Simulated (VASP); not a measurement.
An input for Ansatz (written as the equivalent of a VASP run, and not itself run):

Ansatz 0.2 input:
```yaml
crystal:
  lattice:
    - [1.8150000, -3.1436720, 0.0000000]
    - [1.8150000, 3.1436720, 0.0000000]
    - [0.0000000, 0.0000000, 5.8500000]
  atoms:
    - { symbol: Hf, position: [0.0000000, 0.0000000, 0.0000000] }
    - { symbol: S, position: [0.3333330, 0.6666670, 0.2500000] }
    - { symbol: S, position: [0.6666670, 0.3333330, 0.7500000] }
kpoints:
  mp_grid: { grid: [6, 6, 4] }
hamiltonian:
  xc: pbe
  pseudopotentials: { kind: paw }
scf:
  occupations: { method: gaussian, width: 0.05 }
  max_iter: 100
output: { forces: true, stress: true, eigenvalues: true }
```

**Question.** Translate this input to VASP (INCAR, KPOINTS, POSCAR, choice of POTCAR).

**Answer.** One answer among several that fit: 
**POSCAR**
```
HfS2
1
    1.8150000000    -3.1436720000     0.0000000000
    1.8150000000     3.1436720000     0.0000000000
    0.0000000000     0.0000000000     5.8500000000
Hf S
1 2
Direct
  0.0000000000   0.0000000000   0.0000000000
  0.3333330000   0.6666670000   0.2500000000
  0.6666670000   0.3333330000   0.7500000000
```

**KPOINTS**
```
Automatic mesh
0
Gamma
6 6 4
0 0 0
```

### INCAR
```
GGA = PE   ! PBE
LCHARG = .FALSE.
ENCUT = 400
LASPH = .TRUE.
ISIF = 2
SYSTEM = HfS2
LREAL = .FALSE.   ! projection in real space or not
ALGO = Normal
LMAXMIX = 6
SIGMA = 0.05   ! width (eV)
ISMEAR = 0
NELM = 100
PREC = Accurate
EDIFF = 1E-6
LWAVE = .FALSE.
```

POTCAR, in this order: Hf_pv S (PBE.64 set). Program: vasp_std.

What does not carry over: each code has its own PAW files, so the cut-off isn't converted (ENCUT is set for VASP's; basis.ecutwfc is left out, and Ansatz then takes the one that its files recommend); Ansatz stops its SCF on the density residual and VASP on the energy change (EDIFF).

The compound is HfS2 in the 1T layered structure. The cell was not relaxed at this level.
